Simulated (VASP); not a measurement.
Here is a VASP 6.6.1 calculation.

File INCAR:

```
PREC     = Accurate       # precision mode
ENCUT    = 350            # plane-wave cutoff, eV
EDIFF    = 1E-5           # SCF threshold, eV
ISMEAR   = 0              # smearing method
SIGMA    = 0.03           # smearing width, eV
LREAL    = Auto         
LASPH    = True           # aspherical terms in the spheres
NELM     = 120            # most SCF steps
ALGO     = Normal         # electronic algorithm
ISIF     = 2              # what is computed and relaxed
LWAVE    = False          # write WAVECAR
LCHARG   = False          # write CHGCAR
ISPIN    = 2              # spin polarisation
MAGMOM   = 1 0 0 0 0 0 0 0 0 0 0 0 0 0 0 0 0 0 0 0 0 0 0 0 # initial moments
LORBIT   = 11             # projections on sites
NUPDOWN  = 1              # fixed moment
LMAXMIX  = 4              # l up to which the mixer works
LDAU     = True           # DFT+U
LDAUTYPE = 2            
LDAUL    = 2 -1 -1        # shell
LDAUU    = 6 0 0          # U, eV
LDAUJ    = 0 0 0        
LDAUPRINT= 1            
GGA      = PS             # functional
ISYM     = 0            
KPAR     = 2
```

KPOINTS

```
Automatic mesh
0
Gamma
  2 2 2
```

File POSCAR:

```
Ga11FeAs12                              
1.0
    0.0000000000      8.4805500000      8.4805500000
    5.6537000000      0.0000000000      5.6537000000
    5.6537000000      5.6537000000      0.0000000000
  Fe              Ga              As            
     1    11    12
Direct
     0.0001236770320163    0.0003210635346347    0.9988378040822601
     0.0017603047822878    0.0018455344778492    0.4972535483073330
     0.0021810446460228    0.4984009433385090    0.9991623853322161
     0.0012371421386822    0.4993053131147263    0.4969336992046691
     0.3307539490362756    0.0021169151136836    0.0007883389206927
     0.3304448791241477    0.0031605963798808    0.4993294760762892
     0.3304851968920463    0.5021364166484964    0.0000296182585594
     0.3317461266205118    0.5016549900408542    0.5000420415787065
     0.6679353996276496    0.0011554139548713    0.0003043659904625
     0.6662346969011008    0.0022054143060316    0.4969559938780672
     0.6662204826103773    0.4975882168917340    0.0004317322837460
     0.6668156055133927    0.5010414677311622    0.4983755028989655
     0.0806526472451462    0.1217615117209292    0.1204669939412466
     0.0811824939939171    0.1224454867727146    0.6341494794063460
     0.0811015710643681    0.6355982981264048    0.1201935855697000
     0.0823270443172201    0.6263678345045124    0.6238600760376336
     0.4173935061483693    0.1259014670373968    0.1231873652614964
     0.4160357137720279    0.1259054897589489    0.6246424009212885
     0.4160608750300048    0.6259994681651715    0.1241825330402930
     0.4168497159842656    0.6265957692447722    0.6234603227036738
     0.7573214060113430    0.1217899397606219    0.1211354150997574
     0.7508446448647668    0.1250704982423066    0.6238807239369918
     0.7512266002183133    0.6248550289537763    0.1224299060579724
     0.7505542764257335    0.6257239221800157    0.6239436912116519
```

Potentials or basis: VASP PAW PBE potentials, release 64 (Fe, Ga_d, As).

Launch:

```sh
$ cat potpaw_PBE.64/Fe/POTCAR potpaw_PBE.64/Ga_d/POTCAR potpaw_PBE.64/As/POTCAR > POTCAR
$ mpirun -np 4 vasp_std > vasp.out
```

(1) Predict the pressure.

(2) Predict the largest force.

Results:

(1) -0.1 GPa.

(2) 0.280 eV/Å.

Caveat: the k mesh is coarse (spacing up to 0.48 Å⁻¹), so the values aren't converged; the cutoff is under 1.25 times the usual one of these potentials, so pressure, stress and relaxed cells hold a basis-set (Pulay) error; the PAW data sets were made with another functional, which shifts forces and pressure a little; the total moment is fixed, so each spin has its own Fermi level; the U is typed as a test and isn't derived for this compound.
